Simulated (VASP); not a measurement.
# Sr (Strontium): the relaxed cell at several levels of theory, part 2 of 2

How much does the relaxed cell of Sr (Strontium) depend on the functional? The starting structure is a measured crystal structure from the Crystallography Open Database. The first relaxation on each setting starts from this cell expanded by 3 % in volume.

VASP 6.6.1.

Results so far: PBEsol 51.79 Å³ an atom; LDA 48.56 Å³ an atom; PBE 54.63 Å³ an atom; PBEsol + D3(BJ) 48.69 Å³ an atom.

## (6) Relaxation with r2SCAN

Level of this step: r2SCAN; plane waves and PAW (Sr_sv) (VASP).

r2SCAN adds the kinetic-energy density, costs more than a GGA and is run with LASPH. This run starts from the cell of an earlier relaxation, which isn't shown; the restart sets up the plane waves anew.

The input, INCAR:

```
SYSTEM = Sr
PREC = Accurate
ENCUT = 450
EDIFF = 1E-06
NELM = 100
ISMEAR = 1
SIGMA = 0.15
LREAL = .FALSE.
ALGO = Normal
METAGGA = R2SCAN
LASPH = .TRUE.
NBANDS = 11
LORBIT = 11
LWAVE = .FALSE.
LCHARG = .FALSE.
KPAR = 4
IBRION = 2
NSW = 50
ISIF = 3
EDIFFG = -0.006
```

The input, POSCAR:

```
Sr
1.0
    0.0000000000      3.0478709370      3.0478709370
    3.0478709370      0.0000000000      3.0478709370
    3.0478709370      3.0478709370      0.0000000000
Sr
1
Direct
    0.0000000000      0.0000000000      0.0000000000
```

The input, KPOINTS:

```
Automatic mesh
0
Gamma
12 12 12
0 0 0
```

PAW data sets: Sr_sv (PBE family, release 64).

Command:

```bash
$ mpirun -np 4 vasp_std
```

Output:

```text
[banner, memory and clock lines left out]
running    4 mpi-ranks, on    1 nodes
[...]
[... a notice as in an earlier step ...]

 LDA part: xc-table for (None), standard interpolation
 POSCAR, INCAR and KPOINTS ok, starting setup
[...]
entering main loop
       N       E                     dE             d eps       ncg     rms          rms(c)
DAV:   1     0.184503975825E+02    0.18450E+02   -0.45337E+03  1584   0.719E+02
DAV:   2    -0.167142217707E+02   -0.35165E+02   -0.34441E+02  1892   0.150E+02
DAV:   3    -0.187296588424E+02   -0.20154E+01   -0.19823E+01  2472   0.255E+01
DAV:   4    -0.188089103863E+02   -0.79252E-01   -0.78830E-01  2080   0.463E+00
[...]
DAV:  10    -0.150968209523E+02   -0.28950E-03   -0.46068E-04  2406   0.164E-01    0.443E-02
DAV:  11    -0.150968367911E+02   -0.15839E-04   -0.22461E-05  2141   0.379E-02    0.195E-02
DAV:  12    -0.150968367423E+02    0.48806E-07   -0.51421E-06  2091   0.174E-02
   1 F= -.15096837E+02 E0= -.15095587E+02  d E =-.150968E+02
[...]
reached required accuracy - stopping structural energy minimisation
```

It took 21 s on 4 MPI ranks of Intel Xeon 6975P-C (Granite Rapids), shared host; peak memory 0.7 GiB.

From OUTCAR (step 6):

```text
  Total       -0.0008051     -0.0008051     -0.0008051      0.0000000      0.0000000      0.0000000
  in kB       -0.0227787     -0.0227787     -0.0227787      0.0000000      0.0000000      0.0000000
  external PRESSURE =      -0.0227787 kB  Pullay stress =       0.0000000 kB

 POSITION                                       TOTAL-FORCE (eV/Angst)
 -----------------------------------------------------------------------------------
      0.00000      0.00000      0.00000        -0.000000      0.000000      0.000000
 -----------------------------------------------------------------------------------
    total drift:                               -0.000000     -0.000000      0.000000

  FREE ENERGIE OF THE ION-ELECTRON SYSTEM (eV)
  ---------------------------------------------------
  free  energy   TOTEN  =       -15.0968367423 eV

  energy  without entropy=      -15.0930879496  energy(sigma->0) =      -15.09558714

[... 2 parts as in an earlier step ...]

[... 2 further parts left out ...]
[key lines of the parts left out:]
E-fermi :   1.4909
```

With r2SCAN the relaxed cell holds 56.626 Å³ an atom, +0.55 % against the measured cell, with a = 6.096 Å. That is +9.33 % from PBEsol.

## (7) Relaxation with r2SCAN + rVV10

rVV10 adds a nonlocal correlation energy for dispersion. This run starts from the cell of an earlier relaxation, which isn't shown; the restart sets up the plane waves anew.

Edit INCAR of step 6 so:

```diff
@@ -10,2 +10,6 @@
 METAGGA = R2SCAN
+LUSE_VDW = .TRUE.
+IVDW_NL = 2
+BPARAM = 11.95
+CPARAM = 0.0093
 LASPH = .TRUE.
```

The input, POSCAR:

```
Sr
1.0
    0.0000000000      3.0311653661      3.0311653661
    3.0311653661      0.0000000000      3.0311653661
    3.0311653661      3.0311653661      0.0000000000
Sr
1
Direct
    0.0000000000      0.0000000000      0.0000000000
```

KPOINTS is that of step 6.

Command:

```bash
$ mpirun -np 4 vasp_std
```

Output:

```text
[banner, memory and clock lines left out]
running    4 mpi-ranks, on    1 nodes
[...]
|                                                                             |
|               ----> ADVICE to this user running VASP <----                  |
|                                                                             |
|     You have switched on vdW-DFT.                                           |
|     This routine was written and supplied by Jiri Klimes. We recommend      |
|     that you carefully read and cite the following publications:            |
|       J. Klimes, D.R. Bowler, A. Michelides                                 |
|          J. Phys.: Cond Matt. 22 022201 (2010)                              |
|       J. Klimes, D.R. Bowler, A. Michelides                                 |
|          Phys. Rev. B. 83, 195131 (2011)                                    |
|     and references therein.                                                 |
|                                                                             |

[...]
DAV:  10    -0.148335182337E+02   -0.25278E-03   -0.44193E-04  2385   0.162E-01    0.547E-02
Total rVV10 correction in eV:      0.2623705    10.0564424
Total rVV10 correction in eV:      0.2623705    10.0564424
Total rVV10 correction in eV:      0.2623705    10.0564424
Total rVV10 correction in eV:      0.2623705    10.0564424
DAV:  11    -0.148335342594E+02   -0.16026E-04   -0.29053E-05  2182   0.438E-02    0.182E-02
Total rVV10 correction in eV:      0.2623817    10.0564424
Total rVV10 correction in eV:      0.2623817    10.0564424
Total rVV10 correction in eV:      0.2623817    10.0564424
Total rVV10 correction in eV:      0.2623817    10.0564424
DAV:  12    -0.148335342464E+02    0.13029E-07   -0.54258E-06  2163   0.167E-02
Total rVV10 correction in eV:      0.2623758    10.0564424
Total rVV10 correction in eV:      0.2623758    10.0564424
Total rVV10 correction in eV:      0.2623758    10.0564424
Total rVV10 correction in eV:      0.2623758    10.0564424
Total rVV10 correction in eV:      0.2623768    10.0564424
Total rVV10 correction in eV:      0.2623768    10.0564424
Total rVV10 correction in eV:      0.2623768    10.0564424
Total rVV10 correction in eV:      0.2623768    10.0564424
   1 F= -.14833534E+02 E0= -.14832321E+02  d E =-.148335E+02
[...]
reached required accuracy - stopping structural energy minimisation
```

Run time: 38 s. Hardware: 4 MPI ranks; peak memory 1.2 GiB.

OUTCAR, selected parts (step 7):

```text
  Total       -0.0036772     -0.0036772     -0.0036772      0.0000000      0.0000000     -0.0000000
  in kB       -0.1057712     -0.1057712     -0.1057712      0.0000000      0.0000000     -0.0000000
  external PRESSURE =      -0.1057712 kB  Pullay stress =       0.0000000 kB

  FREE ENERGIE OF THE ION-ELECTRON SYSTEM (eV)
  ---------------------------------------------------
  free  energy   TOTEN  =       -14.8335342464 eV

  energy  without entropy=      -14.8298957131  energy(sigma->0) =      -14.83232140

[... 3 parts as in an earlier step ...]

[... 2 further parts left out ...]
[key lines of the parts left out:]
E-fermi :   1.5301
```

With r2SCAN + rVV10 the relaxed cell holds 55.700 Å³ an atom, -1.10 % against the measured cell, with a = 6.062 Å. That is +7.54 % from PBEsol.

## (8) All runs side by side

| level | volume (Å³/atom) | against the measured cell (%) | a (Å) | pressure left (GPa) | core minutes |
| --- | --- | --- | --- | --- | --- |
| PBEsol | 51.794 | -8.04 | 5.9171 | 0.0 | 1.39 |
| LDA | 48.56 | -13.78 | 5.7914 | -0.01 | 1.23 |
| PBE | 54.634 | -2.99 | 6.0234 | 0.0 | 1.37 |
| PBEsol + D3(BJ) | 48.688 | -13.55 | 5.7964 | -0.01 | 2.75 |
| r2SCAN | 56.626 | 0.55 | 6.0957 | 0.0 | 4.87 |
| r2SCAN + rVV10 | 55.7 | -1.1 | 6.0623 | -0.01 | 10.2 |

Core minutes are wall time times ranks, summed over the relaxations behind a row (those for a bulk modulus apart), on shared hosts.

## (9) What came out

| Item | Value |
| --- | --- |
| volume, PBEsol | 51.79 Å³/atom |
| volume, LDA | 48.56 Å³/atom |
| volume, PBE | 54.63 Å³/atom |
| volume, PBEsol + D3(BJ) | 48.69 Å³/atom |
| volume, r2SCAN | 56.63 Å³/atom |
| volume, r2SCAN + rVV10 | 55.70 Å³/atom |

Across 6 levels the volume of Sr (Strontium) spans 16.6 %, from 48.56 Å³ an atom (LDA) to 56.63 Å³ (r2SCAN). Against the measured volume of the starting structure, r2SCAN comes nearest (+0.5 %) and LDA lies farthest (-13.8 %). The measured cell holds zero-point expansion and, unless it was taken cold, thermal expansion, which the runs lack, so small differences decide nothing. Adding D3(BJ) to PBEsol changes the volume by -6.0 %. Adding rVV10 to r2SCAN changes the volume by -1.6 %. LASPH is on in some of these runs and off in others, which adds a little to the differences. All runs keep the symmetry of the start, so they can't find a distortion of lower symmetry. Further runs on this material are not shown.

[Lines on the potential files, build, host, timing and source positions are cut from VASP's logs without a mark.]

[Logs are printed without paths, hosts, clocks, repeated set-up lines and the standing remarks that a program may print on its own settings, such as how far it seeks lower states.]

[Hosts, paths, dates, database ids (printed as entryN), source tags and the programs' standing remarks are cut or masked in the printed files.]
